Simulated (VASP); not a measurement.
Given:

```yaml
crystal:
  lattice:
    - [0.00000, 3.14422, 3.14422]
    - [3.14422, 0.00000, 3.14422]
    - [3.14422, 3.14422, 0.00000]
  atoms:
    - { symbol: Ba, position: [0.00000, 0.00000, 0.00000] }
    - { symbol: F, position: [0.25000, 0.25000, 0.25000] }
    - { symbol: F, position: [0.75000, 0.75000, 0.75000] }
```

Level of theory: PBE GGA, VASP's PBE PAW potentials (set 64) (plane waves; VASP). Run with 520 eV cut-off, Gaussian smearing of 0.050 eV, potentials Ba_sv F.

Unless said otherwise, spin-orbit coupling is left out, though it shifts the bands of the heavy elements here.

Q: Estimate the band gap (along the path) with the smallest direct gap where there is one.

A: 
```json
{
 "band gap (along the path)": "6.57 eV",
 "smallest direct gap (along the path)": "6.63 eV"
}
```

The compound is BaF2 in the fluorite structure. It was relaxed first.
